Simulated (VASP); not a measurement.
Be3CdTe4:

```
Be Cd Te
1.0
     8.27953    0.04629    0.07129
     0.03993    7.24356   -0.13148
     0.05866   -0.12542    6.61537
Be Cd Te
6 2 8
Cartesian
  6.2070 4.8446 3.2700
  2.0969 5.0007 3.3438
  4.1251 6.0144 0.1113
  8.2389 1.2549 3.4809
  2.2324 2.2600 6.4672
  6.2607 2.5400 0.1411
  0.1530 6.2114 -0.0956
  4.1288 1.0378 3.3583
  8.2450 6.0109 2.8996
  4.3253 5.7460 2.3196
  5.8971 4.7688 5.8102
  2.4176 4.6447 5.6899
  1.9734 2.3695 2.5034
  6.6653 2.5310 2.3709
  4.0599 0.9677 6.0456
  0.1451 1.3348 5.6639
```

The cell was built by a generator and needn't be a form met in nature.

| Property | Result |
| --- | --- |
| Program | VASP 6.6.1 |
| Task | relaxation of cell and atoms |
| Functional | PBE |
| Potentials or basis | VASP PAW PBE potentials, release 64 (Be, Cd, Te) |
| Cutoff | 520 eV |
| k mesh | 2 × 3 × 3 |
| Occupations | gaussian, width 0.05 eV |
| Spin | no spin polarisation |

At the start: pressure 3.6 GPa; volume 24.79 Å³/atom.

Task: Where does the relaxation end?

Result: Over 16 steps the energy falls by 134.3 meV/atom and the volume is 25.65 Å³/atom (+3.5 %); space group Pm (No. 6, to 0.05 Å).

Step by step:
| step | energy change (eV) | largest force (eV/Å) | pressure (GPa) | volume (Å³) |
| --- | --- | --- | --- | --- |
| 1 | 0.0000 | 2.6378 | 3.58 | 396.57 |
| 2 | -1.4187 | 0.9512 | -1.76 | 428.94 |
| 3 | -1.4265 | 0.8920 | -2.05 | 431.58 |
| 4 | -1.8737 | 0.6791 | -0.70 | 416.89 |
| 5 | -1.9875 | 0.5761 | 0.74 | 405.08 |
| 6 | -2.0955 | 0.3272 | 0.26 | 408.69 |
| 7 | -2.1054 | 0.2441 | 0.10 | 410.16 |
| 8 | -2.1296 | 0.1468 | -0.15 | 411.87 |
| 9 | -2.1313 | 0.1248 | -0.21 | 412.43 |
| 10 | -2.1392 | 0.1036 | 0.03 | 410.16 |
| 11 | -2.1400 | 0.1269 | 0.23 | 408.72 |
| 12 | -2.1451 | 0.0854 | 0.14 | 409.63 |
| 13 | -2.1460 | 0.0791 | 0.06 | 410.15 |
| 14 | -2.1483 | 0.0420 | -0.06 | 411.13 |
| 15 | -2.1483 | 0.0418 | -0.07 | 411.13 |
| 16 | -2.1491 | 0.0262 | 0.02 | 410.45 |

Final structure:
```
CELL_PARAMETERS angstrom
8.36613 0.00507 -0.00292
0.00178 7.16802 -0.00195
-0.00122 0.00061 6.84443
ATOMIC_POSITIONS crystal
Be 0.75132 0.66438 0.50918
Be 0.24906 0.66346 0.50840
Be 0.50027 0.82265 0.00837
Be 0.00198 0.18176 0.50793
Be 0.25253 0.33950 0.00742
Be 0.75017 0.34000 0.00787
Cd 0.00096 0.84104 0.01525
Cd 0.50217 0.16347 0.51189
Te 0.00040 0.84454 0.42644
Te 0.50012 0.79402 0.36950
Te 0.72832 0.65502 0.87020
Te 0.27292 0.65455 0.86963
Te 0.22934 0.34914 0.36819
Te 0.77444 0.35006 0.36929
Te 0.50121 0.15974 0.92398
Te 0.00130 0.20964 0.86884
```
